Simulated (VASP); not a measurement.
Data:

```yaml
crystal:
  lattice:
    - [4.96221, 0.00000, 0.00000]
    - [0.00000, 4.96221, 0.00000]
    - [0.00000, 0.00000, 3.35182]
  atoms:
    - { symbol: Mn, position: [0.00000, 0.00000, 0.00000], spin: 4.7 }
    - { symbol: Mn, position: [0.50000, 0.50000, 0.50000], spin: -4.7 }
    - { symbol: F, position: [0.30499, 0.30499, 0.00000] }
    - { symbol: F, position: [0.80499, 0.19501, 0.50000] }
    - { symbol: F, position: [0.19501, 0.80499, 0.50000] }
    - { symbol: F, position: [0.69501, 0.69501, 0.00000] }
```

The numbers are results of PBE GGA + U (Dudarev), VASP's PBE PAW potentials (set 64) (plane waves; VASP 6.6.1), not measurements. Run with 520 eV cut-off, 5×5×7 Γ-centred mesh, tetrahedra with Blöchl corrections, potentials Mn_pv F, U − J: Mn 3.90 eV.

The cores are frozen, which limits the accuracy of field gradients.

**Question.** Give the principal components of the electric field gradient (V/Å²) and the asymmetry η at each nucleus.

**Answer.** 
```csv
atom,Vxx,Vyy,Vzz,η
Mn1,-13.9,-7.6,21.4,0.29
Mn2,-13.9,-7.6,21.4,0.29
F3,42.1,19.1,-61.2,0.38
F4,42.1,19.1,-61.2,0.38
F5,42.1,19.1,-61.2,0.38
F6,42.1,19.1,-61.2,0.38
```

The compound is MnF2 in the rutile structure. It was relaxed first, which changed the volume by +5 %.
